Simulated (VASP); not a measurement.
Input:

```yaml
crystal:
  lattice:
    - [1.86587, 1.07726, 6.17069]
    - [-1.86587, 1.07726, 6.17069]
    - [0.00000, -2.15452, 6.17069]
  atoms:
    - { symbol: Sr, position: [0.76040, 0.76040, 0.76040] }
    - { symbol: Sr, position: [0.23960, 0.23960, 0.23960] }
    - { symbol: H, position: [0.00000, 0.00000, 0.00000] }
    - { symbol: N, position: [0.50000, 0.50000, 0.50000] }
```

The numbers are results of LDA (Ceperley-Alder, Perdew-Zunger), VASP's LDA PAW potentials (set 64) (plane waves; VASP), not measurements. Run with 520 eV cut-off, Gaussian smearing of 0.050 eV, potentials Sr_sv H N.

**Question.** What does the run give for the band gap (along the path) with the smallest direct gap where there is one?

**Answer.** 
```
Property                                Value
------------------------------------  -------
band gap (along the path)             1.71 eV
smallest direct gap (along the path)  1.77 eV
```

The structure comes from a computed database's Sr2HN entry (R-3m); how it stands against other phases isn't given here. It was relaxed first, which changed the volume by -6 %.
